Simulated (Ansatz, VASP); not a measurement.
## PtSe2 (Sudovikovite): VASP beside Ansatz

Wanted: the spread between two codes on one cell, functional and k mesh. The cell is taken from a series of runs on this material, whose earlier steps may have relaxed, scaled, displaced or heated it; both programs get it as it stands.

Calculated with Ansatz 0.2.0; plane waves, with VASP 6.6.1 beside it; zone-centre phonons at PBEsol with D3(BJ).

## (1) Set-up

The structure is trigonal, space group P-3m1 (No. 164). The conventional cell has a = 3.703 Å, b = 3.703 Å, c = 4.437 Å, α = 90.00°, β = 90.00°, γ = 120.00°. Nearest to Se lie 3 Pt at 2.48 Å. Pt has 6 Se at 2.48 Å nearest. Farther neighbours and most contacts between anions are not listed.

## (2) VASP: zone-centre phonons, PBEsol with D3(BJ)

Second derivatives magnify differences that forces hide, and they need a tight electronic threshold.

Lines of VASP's logs that name or quote its potential files are left out, and so is its time.

Contents of INCAR:

```
SYSTEM = PtSe2
PREC = Accurate
ENCUT = 500
EDIFF = 1E-08
NELM = 120
ISMEAR = 1
SIGMA = 0.2
LREAL = .FALSE.
ALGO = Normal
GGA = PS
IVDW = 12
NBANDS = 17
LASPH = .TRUE.
LORBIT = 11
LWAVE = .FALSE.
LCHARG = .FALSE.
ISIF = 2
IBRION = 6
NFREE = 2
POTIM = 0.015
NSW = 1
GGA_COMPAT = .FALSE.
KPAR = 2
```

Contents of POSCAR:

```
PtSe2
1.0
    3.7030536585      0.0000000000      0.0000000000
   -1.8515268293      3.2069385399      0.0000000000
    0.0000000000      0.0000000000      4.4374131165
Se Pt
2 1
Direct
    0.3333333333      0.6666666667      0.2811667417
    0.6666666667      0.3333333333      0.7188332583
    0.0000000000      0.0000000000      0.0000000000
```

Contents of KPOINTS:

```
Automatic mesh
0
Gamma
15 15 8
0 0 0
```

PAW data sets: Se and Pt (PBE family, release 64).

Command:

```
mpirun -np 2 vasp_std
```

Numbers of over 12 decimals in the logs are rounded to 6 here.

Output:

```text
[banner, memory and clock lines left out]
running    2 mpi-ranks, on    1 nodes
 distrk:  each k-point on    1 cores,    2 groups
 distr:  one band on    1 cores,    1 groups

 POSCAR found type information on POSCAR SePt
 POSCAR found :  2 types and       3 ions
|                                                                             |
|               ----> ADVICE to this user running VASP <----                  |
|                                                                             |
|     You enforced a specific xc type in the INCAR file but a different       |
|     [... a line on the potential file left out ...]
|     I HOPE YOU KNOW WHAT YOU ARE DOING!                                     |
|                                                                             |

 LDA part: xc-table for (Slater+PW92), standard interpolation
 POSCAR, INCAR and KPOINTS ok, starting setup
 FFT: planning ... GRIDC
 FFT: planning ... GRID_SOFT
 FFT: planning ... GRID
 WAVECAR not read
 entering main loop
       N       E                     dE             d eps       ncg     rms          rms(c)
DAV:   1     0.107165794031E+03    0.10717E+03   -0.10166E+04  6664   0.112E+03
DAV:   2    -0.119787252339E+02   -0.11914E+03   -0.11569E+03  8193   0.222E+02
DAV:   3    -0.164322651618E+02   -0.44535E+01   -0.44163E+01  7819   0.435E+01
DAV:   4    -0.164610545804E+02   -0.28789E-01   -0.28778E-01  8356   0.378E+00
DAV:   5    -0.164612981639E+02   -0.24358E-03   -0.24357E-03  8193   0.334E-01    0.143E+01
DAV:   6    -0.158969190569E+02    0.56438E+00   -0.42843E+00  6683   0.184E+01    0.844E+00
DAV:   7    -0.157366105827E+02    0.16031E+00   -0.75674E-01  6633   0.863E+00    0.429E+00
DAV:   8    -0.157103329191E+02    0.26278E-01   -0.50183E-02  7273   0.175E+00    0.770E-01
DAV:   9    -0.157082956853E+02    0.20372E-02   -0.59669E-03  7195   0.708E-01    0.171E-01
DAV:  10    -0.157083118366E+02   -0.16151E-04   -0.84079E-04  7632   0.203E-01    0.420E-02
DAV:  11    -0.157083072675E+02    0.45691E-05   -0.50860E-05  8052   0.592E-02    0.248E-02
DAV:  12    -0.157083072425E+02    0.24949E-07   -0.28031E-06  7809   0.121E-02    0.571E-03
DAV:  13    -0.157083071837E+02    0.58831E-07   -0.69953E-07  7821   0.649E-03    0.142E-03
DAV:  14    -0.157083071635E+02    0.20153E-07   -0.49344E-08  7739   0.152E-03    0.480E-04
DAV:  15    -0.157083071501E+02    0.13461E-07   -0.24366E-09  3565   0.355E-04    0.263E-04
DAV:  16    -0.157083071640E+02   -0.13890E-07   -0.39389E-10  3464   0.156E-04    0.398E-05
DAV:  17    -0.157083071631E+02    0.88403E-09   -0.64635E-11  3430   0.550E-05
   1 F= -.17193014E+02 E0= -.17193723E+02  d E =0.212735E-02
[... from here on, the cycles between the ionic steps are left out ...]
   2 F= -.17191991E+02 E0= -.17192681E+02  d E =0.207121E-02
   3 F= -.17191991E+02 E0= -.17192681E+02  d E =0.207111E-02
   4 F= -.17191905E+02 E0= -.17192526E+02  d E =0.186301E-02
   5 F= -.17191358E+02 E0= -.17192131E+02  d E =0.231846E-02
   6 F= -.17190970E+02 E0= -.17191680E+02  d E =0.212891E-02
   7 F= -.17190970E+02 E0= -.17191680E+02  d E =0.212896E-02
   8 F= -.17191088E+02 E0= -.17191795E+02  d E =0.211948E-02
 Finite differences progress:
  Degree of freedom:   4/  4
  Displacement:        1/  2
  Total:               7/  8
 bond charge predicted
       N       E                     dE             d eps       ncg     rms          rms(c)
DAV:   1    -0.157015201108E+02    0.48612E-02   -0.48574E+00  6533   0.114E+01    0.334E-01
DAV:   2    -0.157072039297E+02   -0.56838E-02   -0.58345E-02  7277   0.171E+00    0.200E-01
DAV:   3    -0.157067403488E+02    0.46358E-03   -0.11485E-03  8136   0.223E-01    0.146E-01
DAV:   4    -0.157063937491E+02    0.34660E-03   -0.18622E-03  6911   0.224E-01    0.292E-02
DAV:   5    -0.157063858867E+02    0.78624E-05   -0.50908E-05  7160   0.506E-02    0.155E-02
DAV:   6    -0.157063815668E+02    0.43199E-05   -0.12854E-05  7365   0.225E-02    0.619E-03
DAV:   7    -0.157063813869E+02    0.17997E-06   -0.48060E-06  7879   0.121E-02    0.224E-03
DAV:   8    -0.157063813055E+02    0.81379E-07   -0.46679E-07  6981   0.394E-03    0.508E-04
DAV:   9    -0.157063813071E+02   -0.15827E-08   -0.28952E-08  7801   0.972E-04
   9 F= -.17191088E+02 E0= -.17191795E+02  d E =0.211946E-02
 Finite differences progress:
  Degree of freedom:   4/  4
  Displacement:        2/  2
  Total:               8/  8
```

Parts of OUTCAR (step 2):

```text
ion  position               nearest neighbor table
   1  0.333  0.667  0.281-   3 2.48   3 2.48   3 2.48
   2  0.667  0.333  0.719-   3 2.48   3 2.48   3 2.48
   3  0.000  0.000  0.000-   1 2.48   2 2.48   2 2.48   1 2.48   2 2.48   1 2.48

  LATTYP: Found a hexagonal cell.
 ALAT       =     3.7030536585
 C/A-ratio  =     1.1983118598

 Subroutine GETGRP returns: Found 12 space group operations
 (whereof 12 operations were pure point group operations)

The static configuration has the point symmetry D_3d.

 Found    192 irreducible k-points:

   k-points           NKPTS =    192   k-points in BZ     NKDIM =    192   number of bands    NBANDS=     17

   dimension x,y,z NGX =    28 NGY =   28 NGZ =   32
   dimension x,y,z NGXF=    56 NGYF=   56 NGZF=   64

   ENCUT  =  500.0 eV  36.75 Ry    6.06 a.u.   6.75  6.75  8.09*2*pi/ulx,y,z

   NELECT =      22.0000    total number of electrons

 k-points in reciprocal lattice and weights: Automatic mesh
   0.00000000  0.00000000  0.00000000       0.001
   0.06666667  0.00000000  0.00000000       0.003
   0.13333333  0.00000000  0.00000000       0.003
   0.20000000  0.00000000  0.00000000       0.003
   0.26666667  0.00000000  0.00000000       0.003
   0.33333333  0.00000000  0.00000000       0.003
   0.40000000  0.00000000  0.00000000       0.003
   0.46666667  0.00000000  0.00000000       0.003
   0.06666667  0.06666667  0.00000000       0.003
[...]
0.33333333  0.26666667  0.50000000       0.007
   0.33333333  0.33333333  0.50000000       0.001

 Edisp (eV)   -1.48471

 average (electrostatic) potential at core
       1 -51.0880       2 -51.1170       3 -66.7591

 E-fermi :   8.1717

 k-point     1 :       0.0000    0.0000    0.0000
  band No.  band energies     occupation
    ...
      6       4.0894      2.00000
      7       4.0894      2.00000
      8       5.5951      2.00000
      9       7.1127      2.00000
     10       7.1127      2.00000
     11       8.8473     -0.00002
     12       8.8473     -0.00002
     13       9.2211     -0.00000
     14      11.0459     -0.00000
     15      12.8336      0.00000
    ...

 k-point     2 :       0.0667    0.0000    0.0000
  band No.  band energies     occupation
    ...
      6       4.0209      2.00000
      7       4.0512      2.00000
      8       5.4639      2.00000
      9       6.8175      2.00000
     10       6.9534      2.00000
     11       8.2417      0.44619
     12       9.0197     -0.00000
     13       9.8923     -0.00000
     14      11.2765     -0.00000
     15      13.1320      0.00000
    ...

 k-point     3 :       0.1333    0.0000    0.0000
  band No.  band energies     occupation
    ...
      7       3.9493      2.00000
      8       5.0559      2.00000
      9       6.3273      2.00000
     10       6.5878      2.00000
     11       7.6492      2.00138
     12       9.4206     -0.00000
     13      10.3503     -0.00000
     14      11.9645     -0.00000
     15      13.8448      0.00000
     16      14.8138      0.00000
    ...

 Edisp (eV)   -1.48471

  Total       2.21957     2.21957     2.19785    -0.00000     0.00000     0.00000
  in kB      67.48361    67.48361    66.82342    -0.00000     0.00000     0.00000
  external pressure =       67.26 kB  Pullay stress =        0.00 kB

  energy-cutoff  :      500.00
  volume of cell :       52.70
      direct lattice vectors                 reciprocal lattice vectors
     3.703053659  0.000000000  0.000000000     0.270047397  0.155911937  0.000000000
    -1.851526829  3.206938540  0.000000000     0.000000000  0.311823874  0.000000000
     0.000000000  0.000000000  4.437413117     0.000000000  0.000000000  0.225356525

 POSITION                                       TOTAL-FORCE (eV/Angst)
 -----------------------------------------------------------------------------------
     -0.00000      2.13796      1.24765        -0.000000     -0.000000     -0.109097
      1.85153      1.06898      3.18976        -0.000000      0.000000     -0.147548
      0.00000      0.00000     -0.01500         0.000000      0.000000      0.256645
 -----------------------------------------------------------------------------------
    total drift:                                0.000000     -0.000000      0.000096

  FREE ENERGIE OF THE ION-ELECTRON SYSTEM (eV)
  ---------------------------------------------------
  free  energy   TOTEN  =       -17.1910883154 eV

  energy  without entropy=      -17.1932077790  energy(sigma->0) =      -17.19179480

 Eigenvectors and eigenvalues of the dynamical matrix
 ----------------------------------------------------

   1 f  =    7.131854 THz    44.810762 2PiTHz  237.893050 cm-1    29.494966 meV
             X         Y         Z           dx          dy          dz
     -0.000000  2.137959  1.247653     0.174759   -0.495688   -0.000000
      1.851527  1.068980  3.189760     0.174759   -0.495688    0.000000
      0.000000  0.000000  0.000000    -0.222428    0.630897   -0.000000

   2 f  =    7.131854 THz    44.810762 2PiTHz  237.893050 cm-1    29.494966 meV
             X         Y         Z           dx          dy          dz
     -0.000000  2.137959  1.247653     0.495688    0.174759   -0.000000
      1.851527  1.068980  3.189760     0.495688    0.174759    0.000000
      0.000000  0.000000  0.000000    -0.630897   -0.222428    0.000000

   3 f  =    7.039587 THz    44.231029 2PiTHz  234.815344 cm-1    29.113379 meV
             X         Y         Z           dx          dy          dz
     -0.000000  2.137959  1.247653     0.000000   -0.000000    0.707107
      1.851527  1.068980  3.189760     0.000000   -0.000000   -0.707107
      0.000000  0.000000  0.000000    -0.000000    0.000000    0.000000

   4 f  =    6.921795 THz    43.490919 2PiTHz  230.886221 cm-1    28.626230 meV
             X         Y         Z           dx          dy          dz
     -0.000000  2.137959  1.247653     0.000000    0.000000    0.525637
      1.851527  1.068980  3.189760     0.000000    0.000000    0.525637
      0.000000  0.000000  0.000000    -0.000000   -0.000000   -0.668889

   5 f  =    5.306706 THz    33.343019 2PiTHz  177.012670 cm-1    21.946764 meV
             X         Y         Z           dx          dy          dz
     -0.000000  2.137959  1.247653    -0.235118    0.666873   -0.000000
      1.851527  1.068980  3.189760     0.235118   -0.666873    0.000000
      0.000000  0.000000  0.000000    -0.000000   -0.000000   -0.000000

   6 f  =    5.306706 THz    33.343019 2PiTHz  177.012670 cm-1    21.946764 meV
             X         Y         Z           dx          dy          dz
     -0.000000  2.137959  1.247653     0.666873    0.235118   -0.000000
      1.851527  1.068980  3.189760    -0.666873   -0.235118    0.000000
      0.000000  0.000000  0.000000     0.000000   -0.000000    0.000000

   7 f/i=    0.000323 THz     0.002030 2PiTHz    0.010777 cm-1     0.001336 meV
             X         Y         Z           dx          dy          dz
     -0.000000  2.137959  1.247653    -0.000000    0.000000    0.472976
      1.851527  1.068980  3.189760    -0.000000    0.000000    0.472976
      0.000000  0.000000  0.000000    -0.000000    0.000000    0.743363

   8 f/i=    0.001001 THz     0.006291 2PiTHz    0.033398 cm-1     0.004141 meV
             X         Y         Z           dx          dy          dz
     -0.000000  2.137959  1.247653     0.472293    0.026311   -0.000000
      1.851527  1.068980  3.189760     0.472293    0.026311   -0.000000
      0.000000  0.000000  0.000000     0.742149    0.041344   -0.000000

   9 f/i=    0.001001 THz     0.006291 2PiTHz    0.033398 cm-1     0.004141 meV
             X         Y         Z           dx          dy          dz
     -0.000000  2.137959  1.247653     0.026311   -0.472293    0.000000
      1.851527  1.068980  3.189760     0.026311   -0.472293    0.000000
      0.000000  0.000000  0.000000     0.041344   -0.742149    0.000000

 ELASTIC MODULI CONTR FROM IONIC RELAXATION (kBar)
 Direction    XX          YY          ZZ          XY          YZ          ZX
 --------------------------------------------------------------------------------
 XX        -588.1011   -305.5699   -369.3667      0.0000    227.4231     -0.0000
 YY        -305.5699   -588.1011   -369.3667      0.0000   -227.4231      0.0000
 ZZ        -369.3667   -369.3667   -305.3288      0.0000     -0.0000      0.0000
 XY           0.0000      0.0000      0.0000   -141.2656      0.0000    227.4238
 YZ         227.4231   -227.4231     -0.0000      0.0000   -366.1279      0.0000
 ZX          -0.0000      0.0000      0.0000    227.4238      0.0000   -366.1302
 --------------------------------------------------------------------------------

 total charge
# of ion       s       p       d       tot
------------------------------------------
    1        1.491   2.237   0.098   3.826
    2        1.491   2.237   0.098   3.826
    3        0.706   0.745   8.098   9.549
--------------------------------------------------
tot          3.687   5.220   8.294  17.201

[... 3 further parts left out ...]
```

Levels, forces or a CONTCAR printed for this step are those of its last displaced cell, not of the structure at rest.

(Part 1 of 2 ends here.)

[Lines on the potential files, build, host, timing and source positions are cut from VASP's logs without a mark.]

[Logs are printed without paths, hosts, clocks, repeated set-up lines and the standing remarks that a program may print on its own settings, such as how far it seeks lower states.]

[Hosts, paths, dates, database ids (printed as entryN), source tags and the programs' standing remarks are cut or masked in the printed files.]
